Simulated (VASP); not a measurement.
Level of theory: PBEsol GGA, VASP's PBE PAW potentials (set 64) (plane waves; VASP 6.6.1).

The input files of a VASP run:

POSCAR:
```
CaO
1
    0.0000000000     2.3880329525     2.3880329525
    2.3880329525     0.0000000000     2.3880329525
    2.3880329525     2.3880329525     0.0000000000
Ca O
1 1
Direct
  0.0000000000   0.0000000000   0.0000000000
  0.5000000000   0.5000000000   0.5000000000
```

**INCAR**
```
! general
SYSTEM = CaO
PREC   = Accurate
ENCUT  = 520
LREAL  = .FALSE.
LASPH  = .TRUE.

! electronic loop
EDIFF  = 1E-6
NELM   = 100
ALGO   = Normal

! smearing
ISMEAR = 0
SIGMA  = 0.05

! functional
GGA    = PS

! ions
IBRION = 2
NSW    = 60
ISIF   = 3
EDIFFG = -0.01

! output
LWAVE  = .FALSE.
LCHARG = .FALSE.
```

KPOINTS:
```
kpoints
0
G
 9 9 9
```

POTCAR, in this order: Ca_sv O (PBE.64 set). Program: vasp_std.

The run wrote:

**OSZICAR**
```
       N       E                     dE             d eps       ncg     rms          rms(c)
DAV:   1     0.133933474222E+03    0.13393E+03   -0.87287E+03   840   0.136E+03
DAV:   2    -0.743642526065E+01   -0.14137E+03   -0.13328E+03   928   0.340E+02
DAV:   3    -0.146941120873E+02   -0.72577E+01   -0.71994E+01  1064   0.783E+01
DAV:   4    -0.149249238859E+02   -0.23081E+00   -0.23036E+00  1184   0.133E+01
DAV:   5    -0.149324584414E+02   -0.75346E-02   -0.75340E-02  1080   0.200E+00    0.807E+00
DAV:   6    -0.134793629393E+02    0.14531E+01   -0.74755E+00   980   0.261E+01    0.357E+00
DAV:   7    -0.134249560849E+02    0.54407E-01   -0.62961E-01  1168   0.793E+00    0.170E+00
DAV:   8    -0.134129890732E+02    0.11967E-01   -0.68749E-02   924   0.302E+00    0.382E-01
DAV:   9    -0.134110604520E+02    0.19286E-02   -0.18971E-02  1076   0.113E+00    0.128E-01
DAV:  10    -0.134112929176E+02   -0.23247E-03   -0.16775E-03   940   0.460E-01    0.227E-02
DAV:  11    -0.134113007133E+02   -0.77957E-05   -0.14045E-04  1152   0.116E-01    0.153E-02
DAV:  12    -0.134112977872E+02    0.29261E-05   -0.11167E-05   984   0.407E-02    0.443E-03
DAV:  13    -0.134112976228E+02    0.16441E-06   -0.24612E-06   984   0.129E-02
   1 F= -.13411298E+02 E0= -.13411298E+02  d E =-.134113E+02
```

File OUTCAR:
```
------------------------ aborting loop because EDIFF is reached ----------------------------------------
  FORCE on cell =-STRESS in cart. coord.  units (eV):
  Direction    XX          YY          ZZ          XY          YZ          ZX
  --------------------------------------------------------------------------------------
  Total       -0.0000293     -0.0000293     -0.0000293      0.0000000      0.0000000      0.0000000
  in kB       -0.0017263     -0.0017263     -0.0017263      0.0000000      0.0000000      0.0000000
  external PRESSURE =      -0.0017263 kB  Pullay stress =       0.0000000 kB
  volume of cell :       27.24
      direct lattice vectors                 reciprocal lattice vectors
     0.000000000  2.388032953  2.388032953    -0.209377345  0.209377345  0.209377345
     2.388032953  0.000000000  2.388032953     0.209377345 -0.209377345  0.209377345
     2.388032953  2.388032953  0.000000000     0.209377345  0.209377345 -0.209377345
  FREE ENERGIE OF THE ION-ELECTRON SYSTEM (eV)
  ---------------------------------------------------
  free  energy   TOTEN  =       -13.4112976228 eV

  energy  without entropy=      -13.4112976228  energy(sigma->0) =      -13.41129762

 reached required accuracy - stopping structural energy minimisation
```
(Selected blocks of OUTCAR.)

The compound is CaO in the rock salt structure. It was relaxed first. The start is the result of an earlier pass.
